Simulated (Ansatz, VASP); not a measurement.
# Cross-check of BiB between VASP and Ansatz

Aim: how closely do two programs agree when they are given the same cell, functional and k mesh? The cell is generated by rule, not measured, and may not be a known phase. The cell is taken from a series of runs on this material, whose earlier steps may have relaxed, scaled, displaced or heated it; both programs get it as it stands.

Calculated with Ansatz 0.2.0; plane waves, with VASP 6.6.1 beside it; relaxation of cell and atoms at PBEsol and zone-centre phonons at PBEsol.

**1. Starting point**

It takes space group Fm-3m (No. 225, cubic). Conventional cell: a = 5.200 Å, b = 5.200 Å, c = 5.200 Å, α = 90.00°, β = 90.00°, γ = 90.00°. Nearest to B lie 6 Bi at 2.60 Å. Nearest to Bi lie 6 B at 2.60 Å. Farther neighbours are not listed.

Structure file:

```cif
data_structure
_symmetry_space_group_name_H-M 'Fm-3m'
_symmetry_Int_Tables_number 225
_cell_length_a 5.2000
_cell_length_b 5.2000
_cell_length_c 5.2000
_cell_angle_alpha 90.000
_cell_angle_beta 90.000
_cell_angle_gamma 90.000
_cell_volume 140.61
loop_
_atom_site_label
_atom_site_type_symbol
_atom_site_symmetry_multiplicity
_atom_site_Wyckoff_symbol
_atom_site_fract_x
_atom_site_fract_y
_atom_site_fract_z
_atom_site_occupancy
B1 B 4 a 0.00000 0.00000 0.00000 1
Bi1 Bi 4 b 0.50000 0.00000 0.00000 1
```

**2. VASP: relaxation of cell and atoms, PBEsol**

The relaxed volume is the usual yardstick between codes: in a stiff, nearly cubic crystal its relative difference is about their pressure difference at one cell divided by the bulk modulus.

Lines of VASP's logs that name or quote its potential files are left out, and so is its time.

Contents of INCAR:

```
SYSTEM = BiB
PREC = Accurate
ENCUT = 500
EDIFF = 1E-07
NELM = 120
ISMEAR = 0
SIGMA = 0.1
LREAL = .FALSE.
ALGO = Normal
GGA = PS
NBANDS = 15
LORBIT = 11
LWAVE = .FALSE.
LCHARG = .FALSE.
ISIF = 3
IBRION = 2
NSW = 80
EDIFFG = -0.005
LASPH = .TRUE.
GGA_COMPAT = .FALSE.
NELMIN = 4
KPAR = 2
```

Contents of POSCAR:

```
BiB
1.0
    0.0000000000      2.6000000000      2.6000000000
    2.6000000000      0.0000000000      2.6000000000
    2.6000000000      2.6000000000      0.0000000000
B Bi
1 1
Direct
    0.0000000000      0.0000000000      0.0000000000
    0.5000000000      0.5000000000      0.5000000000
```

Contents of KPOINTS:

```
Automatic mesh
0
Gamma
12 12 12
0 0 0
```

The projector-augmented-wave data sets are B and Bi_d (PBE family, release 64).

On the command line:

```console
> mpirun -np 2 vasp_std
```

Numbers of over 12 decimals in the logs are rounded to 6 here.

What it wrote:

```text
[banner, memory and clock lines left out]
running    2 mpi-ranks, on    1 nodes
 distrk:  each k-point on    1 cores,    2 groups
 distr:  one band on    1 cores,    1 groups

 POSCAR found type information on POSCAR B Bi
 POSCAR found :  2 types and       2 ions
|                                                                             |
|               ----> ADVICE to this user running VASP <----                  |
|                                                                             |
|     You enforced a specific xc type in the INCAR file but a different       |
|     [... a line on the potential file left out ...]
|     I HOPE YOU KNOW WHAT YOU ARE DOING!                                     |
|                                                                             |

 LDA part: xc-table for (Slater+PW92), standard interpolation
 POSCAR, INCAR and KPOINTS ok, starting setup
 FFT: planning ... GRIDC
 FFT: planning ... GRID_SOFT
 FFT: planning ... GRID
 WAVECAR not read
 entering main loop
       N       E                     dE             d eps       ncg     rms          rms(c)
DAV:   1     0.125645528678E+03    0.12565E+03   -0.97387E+03  2167   0.144E+03
DAV:   2    -0.193565539754E+01   -0.12758E+03   -0.12375E+03  2356   0.347E+02
DAV:   3    -0.922085749673E+01   -0.72852E+01   -0.71831E+01  2692   0.817E+01
DAV:   4    -0.938589828895E+01   -0.16504E+00   -0.16497E+00  2712   0.131E+01
DAV:   5    -0.939070712830E+01   -0.48088E-02   -0.48087E-02  2964   0.200E+00    0.260E+00
DAV:   6    -0.905682599215E+01    0.33388E+00   -0.66012E-01  2884   0.704E+00    0.920E-01
DAV:   7    -0.904807706724E+01    0.87489E-02   -0.93030E-02  2657   0.175E+00    0.456E-01
DAV:   8    -0.904634885761E+01    0.17282E-02   -0.56289E-03  2685   0.100E+00    0.595E-02
DAV:   9    -0.904615043465E+01    0.19842E-03   -0.54720E-04  3273   0.290E-01    0.263E-02
DAV:  10    -0.904614202872E+01    0.84059E-05   -0.95508E-05  2813   0.114E-01    0.940E-03
DAV:  11    -0.904614192182E+01    0.10689E-06   -0.80250E-06  3044   0.322E-02    0.310E-03
DAV:  12    -0.904614136475E+01    0.55707E-06   -0.67764E-07  2724   0.781E-03    0.408E-04
DAV:  13    -0.904614135803E+01    0.67253E-08   -0.56300E-08  1458   0.166E-03
   1 F= -.90461414E+01 E0= -.90435549E+01  d E =-.904614E+01
 curvature:   0.00 expect dE= 0.000E+00 dE for cont linesearch  0.000E+00
 trial: gam= 0.00000 g(F)=  0.251E-58 g(S)=  0.763E-03 ort = 0.000E+00 (trialstep = 0.100E+01)
 search vector abs. value=  0.763E-03
 bond charge predicted
       N       E                     dE             d eps       ncg     rms          rms(c)
DAV:   1    -0.905626598248E+01   -0.10125E-01   -0.25438E-01  2734   0.878E+00    0.521E-01
DAV:   2    -0.904784842575E+01    0.84176E-02   -0.14589E-02  2678   0.220E+00    0.215E-01
DAV:   3    -0.904632094266E+01    0.15275E-02   -0.58877E-03  3247   0.125E+00    0.207E-02
DAV:   4    -0.904632699118E+01   -0.60485E-05   -0.12243E-04  2265   0.104E-01    0.133E-02
DAV:   5    -0.904633296504E+01   -0.59739E-05   -0.37932E-05  2876   0.729E-02    0.649E-03
DAV:   6    -0.904633159493E+01    0.13701E-05   -0.26770E-06  2733   0.238E-02    0.231E-03
DAV:   7    -0.904633235249E+01   -0.75756E-06   -0.12410E-06  2426   0.944E-03    0.285E-04
DAV:   8    -0.904633235996E+01   -0.74701E-08   -0.37478E-08  1374   0.192E-03
   2 F= -.90463324E+01 E0= -.90437576E+01  d E =-.191002E-03
 trial-energy change:   -0.000191  1 .order   -0.000199   -0.000763    0.000365
 step:   0.6670(harm=  0.6762)  dis= 0.00000  next Energy=    -9.046393 (dE=-0.252E-03)
 bond charge predicted
       N       E                     dE             d eps       ncg     rms          rms(c)
DAV:   1    -0.904749475754E+01   -0.11624E-02   -0.27953E-02  2734   0.288E+00    0.174E-01
DAV:   2    -0.904655552577E+01    0.93923E-03   -0.16166E-03  2678   0.736E-01    0.716E-02
DAV:   3    -0.904638818660E+01    0.16734E-03   -0.64092E-04  3225   0.416E-01    0.683E-03
DAV:   4    -0.904639055887E+01   -0.23723E-05   -0.13455E-05  2237   0.345E-02    0.443E-03
DAV:   5    -0.904639347360E+01   -0.29147E-05   -0.43674E-06  2872   0.246E-02    0.215E-03
DAV:   6    -0.904639356903E+01   -0.95429E-07   -0.29645E-07  2383   0.798E-03
   3 F= -.90463936E+01 E0= -.90438152E+01  d E =-.252211E-03
 curvature:  -0.34 expect dE=-0.567E-06 dE for cont linesearch -0.567E-06
 trial: gam=-0.04469 g(F)=  0.256E-58 g(S)=  0.168E-05 ort = 0.358E-04 (trialstep = 0.933E+00)
 search vector abs. value=  0.379E-08
 reached required accuracy - stopping structural energy minimisation
```

Parts of OUTCAR (step 2):

```text
ion  position               nearest neighbor table
   1  0.000  0.000  0.000-   2 2.60   2 2.60   2 2.60   2 2.60   2 2.60   2 2.60
   2  0.500  0.500  0.500-   1 2.60   1 2.60   1 2.60   1 2.60   1 2.60   1 2.60

  LATTYP: Found a face centered cubic cell.
 ALAT       =     5.2000000000

 Subroutine GETGRP returns: Found 48 space group operations
 (whereof 48 operations were pure point group operations)

The static configuration has the point symmetry O_h .

 Found     72 irreducible k-points:

   k-points           NKPTS =     72   k-points in BZ     NKDIM =     72   number of bands    NBANDS=     15

   dimension x,y,z NGX =    28 NGY =   28 NGZ =   28
   dimension x,y,z NGXF=    56 NGYF=   56 NGZF=   56

   ENCUT  =  500.0 eV  36.75 Ry    6.06 a.u.   6.70  6.70  6.70*2*pi/ulx,y,z

   NELECT =      18.0000    total number of electrons

 k-points in reciprocal lattice and weights: Automatic mesh
   0.00000000  0.00000000  0.00000000       0.001
   0.08333333  0.00000000  0.00000000       0.005
   0.16666667  0.00000000  0.00000000       0.005
   0.25000000  0.00000000  0.00000000       0.005
   0.33333333  0.00000000  0.00000000       0.005
   0.41666667  0.00000000  0.00000000       0.005
   0.50000000  0.00000000  0.00000000       0.002
   0.08333333  0.08333333  0.00000000       0.003
   0.16666667  0.08333333  0.00000000       0.014
[...]
-0.33333333  0.50000000  0.16666667       0.007
  -0.25000000  0.50000000  0.25000000       0.003

 average (electrostatic) potential at core
       1 -24.9396       2-102.1562

 E-fermi :   8.4705

 k-point     1 :       0.0000    0.0000    0.0000
  band No.  band energies     occupation
    ...
      5     -14.2765      2.00000
      6      -5.9783      2.00000
      7       8.3738      1.82868
      8       8.3738      1.82868
      9       8.3738      1.82868
     10       8.8884      0.00000
     11      15.2329      0.00000
     12      15.2329      0.00000
     13      15.2329      0.00000
     14      16.9336      0.00000
    ...

 k-point     2 :       0.0833    0.0000    0.0000
  band No.  band energies     occupation
    ...
      5     -14.2773      2.00000
      6      -5.8672      2.00000
      7       7.0847      2.00000
      8       8.3990      1.68809
      9       8.3990      1.68809
     10       9.8684      0.00000
     11      14.6164      0.00000
     12      14.7536      0.00000
     13      14.7536      0.00000
     14      16.1538      0.00000
    ...

 k-point     3 :       0.1667    0.0000    0.0000
  band No.  band energies     occupation
    ...
      5     -14.2730      2.00000
      6      -5.5362      2.00000
      7       5.3871      2.00000
      8       8.4824      0.86611
      9       8.4824      0.86611
     10      10.6631      0.00000
     11      13.6054      0.00000
     12      13.7481      0.00000
     13      13.7481      0.00000
     14      16.1266      0.00000
    ...

  Total        0.0048151      0.0048151      0.0048151     -0.0000000      0.0000000     -0.0000000
  in kB        0.2183823      0.2183823      0.2183823     -0.0000000      0.0000000     -0.0000000
  external PRESSURE =       0.2183823 kB  Pullay stress =       0.0000000 kB

  energy-cutoff  :      500.00
  volume of cell :       35.33
      direct lattice vectors                 reciprocal lattice vectors
     0.000000000  2.604295165  2.604295165    -0.191990527  0.191990527  0.191990527
     2.604295165  0.000000000  2.604295165     0.191990527 -0.191990527  0.191990527
     2.604295165  2.604295165 -0.000000000     0.191990527  0.191990527 -0.191990527

 POSITION                                       TOTAL-FORCE (eV/Angst)
 -----------------------------------------------------------------------------------
      0.00000      0.00000      0.00000        -0.000000     -0.000000      0.000000
      2.60430      2.60430      2.60430         0.000000      0.000000     -0.000000
 -----------------------------------------------------------------------------------
    total drift:                                0.000000      0.000000      0.000000

  FREE ENERGIE OF THE ION-ELECTRON SYSTEM (eV)
  ---------------------------------------------------
  free  energy   TOTEN  =        -9.0463935690 eV

  energy  without entropy=       -9.0412368290  energy(sigma->0) =       -9.04381520

 reached required accuracy - stopping structural energy minimisation

 total charge
# of ion       s       p       d       tot
------------------------------------------
    1        0.741   0.844   0.000   1.585
    2        1.496   1.348   9.982  12.827
--------------------------------------------------
tot          2.237   2.193   9.982  14.412

[... 3 further parts left out ...]
```

CONTCAR:

```
BiB
   1.00000000000000
     0.0000000000000000    2.6042951653565165    2.6042951653565165
     2.6042951653565165    0.0000000000000000    2.6042951653565165
     2.6042951653565165    2.6042951653565165   -0.0000000000000000
  B               Bi
     1     1
Direct
     0.0000000000000000    0.0000000000000000    0.0000000000000000
     0.5000000000000000    0.5000000000000000    0.5000000000000000
```

**3. Ansatz: relaxation of cell and atoms, PBEsol**

Ansatz runs on its default PAW (the set named soft_2) files.

The same cell, functional, mesh and smearing now go to Ansatz, which takes its cutoff from its data sets.

Contents of input.yaml:

```yaml
crystal:
  lattice:
    - [0.0, 2.6, 2.6]
    - [2.6, 0.0, 2.6]
    - [2.6, 2.6, 0.0]
  atoms:
    - { symbol: B, position: [0.0, 0.0, 0.0] }
    - { symbol: Bi, position: [0.5, 0.5, 0.5] }
kpoints:
  mp_grid: { grid: [12, 12, 12] }
hamiltonian:
  xc: pbesol
scf:
  occupations: { method: gaussian, width: 0.1 }
output:
  forces: true
  stress: true
  eigenvalues: true
relax:
  adjacent_minimum: "off"
  f_tol: 0.005
  max_steps: 80
  cell: { stress_tol: 0.05 }
```

On the command line:

```console
> ansatz run input.yaml --threads 4 --pin off --max-ram 7168MiB --backend cpu --events-out ev --progress --plain --runs-dir out
```

What it wrote:

```text
Engine: ansatz 0.2.0, aarch64-unknown-linux-gnu
Pseudopotentials: kind: paw
Pseudopotential: B, paw, valence charge 3, recommended cutoff 420 eV (normal), B.paw.azcp
Pseudopotential: Bi, paw, valence charge 15, recommended cutoff 420 eV (normal), Bi.paw.azcp
Functional definition: PBEsol
  exchange = pbesol_x
  correlation = pbesol_c
Crystal: 2 atoms, lattice volume = 35.152 Å³
Basis set: ecut = 420 eV, 701 PW (Γ), exchange–correlation on 50×50×50 points (8 copies of the dense FFT grid, shifted against one another)
Bands: 13, of which v1, the nominal top of the filled ones, is band 9 counted from 1 (8 counted from 0)
Symmetry: 48 space group operations
Space group: Fm-3m (ITA 225), of the structure as read, at distance tolerance 3.3e-5 Å
k-points: 72 of 1728
Non-local potential: B, projectors of the file, l = 0: 2, l = 1: 2, l = 2: 1
Non-local potential: Bi, projectors of the file, l = 0: 2, l = 1: 2, l = 2: 2, l = 3: 2
PAW form: soft (Blöchl's): semilocal exchange-correlation on the pseudo side does not see the compensation charge
PAW frozen core: B, regenerated for the run's functional, and the local potential with it (the file was generated under x = pbe(κ = 0.804, μ = 0.219515), c = pbe(β = 0.066725))
PAW frozen core: Bi, regenerated for the run's functional, and the local potential with it (the file was generated under x = pbe(κ = 0.804, μ = 0.219515), c = pbe(β = 0.066725))
PAW one-centre angular grid: B, 110 points (default); XC on 64 Gauss nodes
PAW one-centre angular grid: Bi, 590 points (default); XC on 64 Gauss nodes
Initial density: superposition of atomic densities (neutral atoms: chi_scale 0, normalization atom), corrected by the library's trained network
Initial wavefunctions: pseudopotential atomic-orbital guess
Functional: x = pbesol(κ = 0.804, μ = 0.123457), c = pbesol(β = 0.046)
SCF iter   1: F=—  HF=-12392.381293 eV  |F-HF|=—  |Δ(HF+E_count)|=         —  Δρ=5.37e-3  dr2=1.63e-2  ethr=1.77e-3  ⟨swp⟩=5.1  Hψ=4594  notcnv=0
preconditioner: auto → Kerker (q_TF=auto, 2.440 Å⁻¹)  [metal: Δε(μ)=0.031 eV  Ē_g=19.675 eV  σ=0.100 eV  W_gap=0.17  n_scr=14 (ndim 8)  ℏωp=26.6 eV  f_vac=0.000  D(μ)=1.02/eV (n_scr^D=8)]
SCF iter   2: F=—  HF=-12392.376787 eV  |F-HF|=—  |Δ(HF+E_count)|=   4.51e-3  Δρ=2.67e-3  dr2=3.79e-3  ethr=9.08e-5  ⟨swp⟩=1.0  Hψ=1512  notcnv=0
SCF iter   3: F=—  HF=-12392.375727 eV  |F-HF|=—  |Δ(HF+E_count)|=   1.06e-3  Δρ=5.59e-4  dr2=1.12e-4  ethr=2.11e-5  ⟨swp⟩=2.5  Hψ=1371  notcnv=0
SCF iter   4: F=—  HF=-12392.375730 eV  |F-HF|=—  |Δ(HF+E_count)|=   2.22e-6  Δρ=2.51e-4  dr2=2.19e-5  ethr=6.20e-7  ⟨swp⟩=1.9  Hψ=1114  notcnv=0
SCF iter   5: F=—  HF=-12392.375751 eV  |F-HF|=—  |Δ(HF+E_count)|=   2.13e-5  Δρ=5.47e-5  dr2=1.05e-6  ethr=1.21e-7  ⟨swp⟩=1.0  Hψ=935  notcnv=0
SCF iter   6: F=-12392.375751 eV  HF=-12392.375751 eV  |F-HF|=6.93e-9  |Δ(HF+E_count)|=   9.40e-8  Δρ=7.38e-6  dr2=1.98e-8  ethr=5.56e-10  ⟨swp⟩=7.3  Hψ=4928  notcnv=0
SCF 1 converged in 6 iterations: F = -12392.375751 eV  dr2 = 1.98e-8
  greatest PAW one-centre occupation: 0.988 electrons in one spin orbital (limit 2), on the Bi atom at site 1 (counted from 0), in its partial waves of l = 2
relax step   1: F+E_penalty+E_count = -12392.37575090 eV  Δ(F+E_penalty+E_count) = +0.000e0 eV  max|allowed force component| = 4.697e-29 eV/Å  Δτ_max = 0.0000 Å  P = +0.420 GPa  Ω = 35.152 Å³  (6 SCF iters, dr2 threshold 1.00e-7 eV, accepted)
[...]
relax step   2: F+E_penalty+E_count = -12392.37550636 eV  Δ(F+E_penalty+E_count) = +2.445e-4 eV  max|allowed force component| = 3.374e-29 eV/Å  Δτ_max = 0.0000 Å  P = -0.488 GPa  Ω = 35.499 Å³  energy of the carried Pulay correction = -1.616e-4 eV  (4 SCF iters, dr2 threshold 2.00e-7 eV, rejected (line search))
[...]
relax step   3: F+E_penalty+E_count = -12392.37588273 eV  Δ(F+E_penalty+E_count) = -1.318e-4 eV  max|allowed force component| = 6.345e-29 eV/Å  Δτ_max = 0.0000 Å  P = -0.004 GPa  Ω = 35.312 Å³  energy of the carried Pulay correction = -7.448e-5 eV  (7 SCF iters, accepted)
[...]
relax step   4: F+E_penalty+E_count = -12392.37595915 eV  Δ(F+E_penalty+E_count) = -7.642e-5 eV  max|allowed force component| = 4.436e-29 eV/Å  Δτ_max = 0.0000 Å  P = -0.003 GPa  Ω = 35.312 Å³  stress off target by 2.84e-3 GPa  SCF on the basis re-selected at this cell (its energy is not comparable with the rows above)  (3 SCF iters)
basis re-selected at this cell: Δ(F+E_penalty+E_count) = -7.642e-5 eV, ΔP = +0.001 GPa vs the last step (what re-selecting the basis moved, of the pressure what is left beyond the Pulay correction that the steps carried, after the strain that the cell walked since its last selection, with what the two solves' SCF thresholds leave and, on support functions, any second-order correction that the steps lacked; it is no m [...]
SCF converged after 3 iterations
Free energy (F): -12392.375959 eV
Harris-Foulkes:  -12392.375959 eV  (|F-HF|=1.09e-11)
Internal energy: -12392.370794 eV  (E = F + TS)
E sigma→0 (E₀):  -12392.373376 eV
Entropy (-TS):   -0.005166 eV (-2.583 meV/atom)
Fermi energy:    12.495796 eV
--- Per-component energies (eV) ---
  E_band       = -48.110371
  E_kinetic    = 345.601210
  E_local      = -1359.710672  (includes V_loc(G=0)·N_el)
  E_nonlocal   = 576.535767
  E_hartree    = 430.550847
  E_xc         = -180.530262
  E_vxc        = -180.179365  (∫ρ·V_xc dr)
  E_paw        = -10586.114156  (= ΣΔE_a)
  E_vpaw       = -291.458487  (= ΣTr[D̂ρ^β])
  E_aug_tail   = -0.000461  (compensation charges beyond the density's cutoff)
  E_ewald      = -1618.807531
  E_core_change = 0.104463  (= ΣΔE_core)
  E_smearing   = -0.005166  (= −TS)
  E_closure    = -0.000000  (closes the sum)
  Σ components = -12392.375959   (vs F -12392.375959, Δ=0.00e0)
--- Forces (eV/Å), atoms counted from 1 ---
  atom   1  B     -0.00000000     0.00000000     0.00000000
  atom   2  Bi     0.00000000    -0.00000000    -0.00000000
  max |Σ_I F_I| component: 8.80e-29 eV/Å
--- Stress (GPa, compression-positive) ---
       -0.002841      -0.000000      -0.000000
       -0.000000      -0.002841      -0.000000
       -0.000000      -0.000000      -0.002841
  P = ⅓ Tr σ = -0.0028 GPa (-0.028 kbar)
--- Band table (eV; the first three rows and the last of 72) ---
  k-point 0: bands = [... 5 lower, -1.9467, 12.3976, 12.3976, 12.3976, 12.9254, 19.2622, 19.2622, 19.2622]
  k-point 1: bands = [... 5 lower, -1.8355, 11.1134, 12.4228, 12.4228, 13.9006, 18.6430, 18.7823, 18.7823]
  k-point 2: bands = [... 5 lower, -1.5041, 9.4158, 12.5063, 12.5063, 14.6954, 17.6305, 17.7763, 17.7763]
  k-point 71: bands = [... 5 lower, 2.2362, 6.2206, 7.4425, 7.4425, 14.6527, 16.3780, 19.6485, 19.6485]
--- Relaxed structure (3 steps of the walk, 2 accepted, 1 SCFs on fresh bases) ---
  F+E_penalty+E_count = -12392.37595915 eV   max|allowed force component| = 4.436e-29 eV/Å   (the final SCF, on the basis selected at the relaxed cell)
  cell:  # Å, volume = 35.3115 Å³
    - [0, 2.603928, 2.603928]
    - [2.603928, 0, 2.603928]
    - [2.603928, 2.603928, 0]
  atoms:
    - { symbol: B, position: [0, 0, 0] }
    - { symbol: Bi, position: [0.5, 0.5, 0.5] }
```

**4. Differences**

Known differences besides the potentials themselves: the cutoff is 420 eV in Ansatz and 500 eV in VASP; Ansatz makes its cores anew for this functional, VASP keeps those of its PBE data sets; Ansatz adds a Pulay correction to the stress that steers its cell, VASP none. Total energies have different zeros and are not compared.

Compared:

| quantity | Ansatz | VASP | difference |
| --- | --- | --- | --- |
| volume (Å³) | 35.31 | 35.33 | -0.04 % |
| edge a after relaxation, in the typed setting (Å) | 3.683 | 3.683 | -0.01 % |

(Continued in part 2 of 2.)

[Lines on the potential files, build, host, timing and source positions are cut from VASP's logs without a mark.]

[Logs are printed without paths, hosts, clocks, repeated set-up lines and the standing remarks that a program may print on its own settings, such as how far it seeks lower states.]

[Hosts, paths, dates, database ids (printed as entryN), source tags and the programs' standing remarks are cut or masked in the printed files.]
